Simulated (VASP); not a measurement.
OSZICAR of a VASP run on SrCl2 (fluorite):

### OSZICAR
```
       N       E                     dE             d eps       ncg     rms          rms(c)
DAV:   1     0.145743424081E+03    0.14574E+03   -0.11637E+04   320   0.135E+03
DAV:   2    -0.439093461703E+01   -0.15013E+03   -0.14760E+03   432   0.243E+02
DAV:   3    -0.127827200465E+02   -0.83918E+01   -0.83840E+01   432   0.626E+01
DAV:   4    -0.130756558723E+02   -0.29294E+00   -0.29286E+00   568   0.942E+00
DAV:   5    -0.130784920928E+02   -0.28362E-02   -0.28362E-02   456   0.746E-01    0.122E+01
DAV:   6    -0.127726002814E+02    0.30589E+00   -0.82139E-01   432   0.518E+00    0.804E+00
DAV:   7    -0.127823400769E+02   -0.97398E-02   -0.44964E-01   488   0.421E+00    0.212E+00
DAV:   8    -0.127884737011E+02   -0.61336E-02   -0.60687E-02   384   0.150E+00    0.328E-01
DAV:   9    -0.127899848988E+02   -0.15112E-02   -0.27473E-03   464   0.323E-01    0.119E-01
DAV:  10    -0.127913198427E+02   -0.13349E-02   -0.11095E-03   376   0.223E-01    0.303E-02
DAV:  11    -0.127914069837E+02   -0.87141E-04   -0.94559E-05   472   0.574E-02    0.366E-02
DAV:  12    -0.127914193834E+02   -0.12400E-04   -0.17024E-05   376   0.238E-02    0.845E-03
DAV:  13    -0.127914219538E+02   -0.25704E-05   -0.54894E-06   448   0.132E-02    0.382E-03
DAV:  14    -0.127914218360E+02    0.11781E-06   -0.34893E-07   296   0.418E-03
   1 F= -.12791422E+02 E0= -.12791422E+02  d E =-.127914E+02
```

Problem. Which electronic solver shows in the log?

Solution. It is blocked Davidson (ALGO = Normal, or the opening steps of other solvers). The INCAR had ALGO = Normal.

Problem. Can the final energy be trusted as converged?

Solution. The calculation finished and met its thresholds. It stopped with EDIFF = 1E-6, NELM = 100, NSW = 60 and EDIFFG = -0.02 after 1 ionic step (PBE GGA, plane waves, VASP's PBE PAW potentials (set 64)).

The compound is SrCl2 in the fluorite structure. It was relaxed first. The start is the result of an earlier pass.
